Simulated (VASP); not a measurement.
A convergence study with VASP on Ir (fcc): one setting is varied, all else stays as given below, so the limit is that of these other settings.

```yaml
crystal:
  lattice:
    - [0.00000, 1.92000, 1.92000]
    - [1.92000, 0.00000, 1.92000]
    - [1.92000, 1.92000, 0.00000]
  atoms:
    - { symbol: Ir, position: [0.00000, 0.00000, 0.00000] }
```

Method: PBE GGA, VASP's PBE PAW potentials (set 64) (plane waves; VASP). The tightest run used: 550 eV cut-off, 26×26×26 Γ-centred mesh, tetrahedra with Blöchl corrections, potentials Ir.

The settings run are 3×3×3 mesh; 4×4×4 mesh; 5×5×5 mesh; 6×6×6 mesh; 7×7×7 mesh; 8×8×8 mesh; 9×9×9 mesh; 10×10×10 mesh; 11×11×11 mesh; 12×12×12 mesh; 13×13×13 mesh; 14×14×14 mesh; 15×15×15 mesh; 16×16×16 mesh; 17×17×17 mesh; 18×18×18 mesh; 19×19×19 mesh; 20×20×20 mesh; 21×21×21 mesh; 22×22×22 mesh; 23×23×23 mesh; 24×24×24 mesh; 25×25×25 mesh; 26×26×26 mesh. From which on does the energy per atom stay within 0.01 eV/atom of the tightest run?

From 12×12×12 mesh on: it is off by 0.0011 there and by no more than 0.01 in any finer run, while 11×11×11 mesh is off by 0.0213.
```
setting        E (eV/atom)  pressure (GPa)  irreducible k-points  difference judged (eV/atom)
-------------  -----------  --------------  --------------------  ---------------------------
3×3×3 mesh         -7.5850           33.88                     4                       1.2548
4×4×4 mesh         -9.0676            5.60                     8                       0.2278
5×5×5 mesh         -8.7259           11.29                    10                       0.1139
6×6×6 mesh         -8.7756           10.31                    16                       0.0642
7×7×7 mesh         -8.8716            8.62                    20                       0.0319
8×8×8 mesh         -8.7972           10.00                    29                       0.0425
9×9×9 mesh         -8.8347            9.55                    35                       0.0050
10×10×10 mesh      -8.8463            9.30                    47                       0.0065
11×11×11 mesh      -8.8185            9.67                    56                       0.0213
12×12×12 mesh      -8.8408            9.30                    72                       0.0011
13×13×13 mesh      -8.8387            9.40                    84                       0.0011
14×14×14 mesh      -8.8359            9.34                   104                       0.0039
15×15×15 mesh      -8.8411            9.36                   120                       0.0013
16×16×16 mesh      -8.8363            9.44                   145                       0.0034
17×17×17 mesh      -8.8397            9.34                   165                       0.0000
18×18×18 mesh      -8.8393            9.41                   195                       0.0004
19×19×19 mesh      -8.8372            9.43                   220                       0.0026
20×20×20 mesh      -8.8410            9.36                   256                       0.0012
21×21×21 mesh      -8.8390            9.42                   286                       0.0008
22×22×22 mesh      -8.8383            9.41                   328                       0.0015
23×23×23 mesh      -8.8404            9.40                   364                       0.0007
24×24×24 mesh      -8.8390            9.42                   413                       0.0007
25×25×25 mesh      -8.8395            9.40                   455                       0.0002
26×26×26 mesh      -8.8398            9.41                   511                       0.0000
```

Left out are rungs that failed or repeat a setting and relaxations that didn't move; long series are thinned to 24 rows.

The compound is Ir in the fcc structure. The cell was not relaxed at this level.
